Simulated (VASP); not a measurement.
The system is Ru.

```
Ru
1.0
     2.70580    0.00000    0.00000
    -1.35290    2.34329    0.00000
     0.00000    0.00000    4.28190
Ru
2
Cartesian
  0.0000 1.5622 1.0705
  1.3529 0.7811 3.2114
```

- Program: VASP 6.6.1
- Task: relaxation of cell and atoms
- Functional: LDA
- Potentials or basis: VASP PAW LDA potentials, release 64 (Ru_pv)
- Cutoff: 600 eV
- k mesh: 15 × 15 × 9
- Occupations: methfessel-paxton, width 0.1 eV
- Spin: no spin polarisation

At the start: pressure -11.7 GPa; volume 13.57 Å³/atom.

Q: How do energy, volume and symmetry change on relaxing?

A: Over 7 steps the energy falls by 17.1 meV/atom and the volume is 13.12 Å³/atom (-3.3 %); space group P6_3/mmc (No. 194, to 0.05 Å).

Step by step:
| step | energy change (eV) | largest force (eV/Å) | pressure (GPa) | volume (Å³) |
| --- | --- | --- | --- | --- |
| 1 | 0.0000 | 0.0000 | -11.65 | 27.15 |
| 2 | 0.3880 | 0.0000 | 54.06 | 23.45 |
| 3 | -0.0341 | 0.0000 | -0.58 | 26.28 |
| 4 | -0.0342 | 0.0000 | -0.09 | 26.24 |
| 5 | -0.0342 | 0.0000 | 0.16 | 26.23 |
| 6 | -0.0342 | 0.0000 | -0.44 | 26.27 |
| 7 | -0.0342 | 0.0000 | -0.07 | 26.24 |

Final structure:
```yaml
crystal:
  lattice:
    - [2.67522, 0.00000, 0.00000]
    - [-1.33761, 2.31681, 0.00000]
    - [0.00000, 0.00000, 4.23420]
  atoms:
    - { symbol: Ru, position: [0.33333, 0.66667, 0.25000] }
    - { symbol: Ru, position: [0.66667, 0.33333, 0.75000] }
```
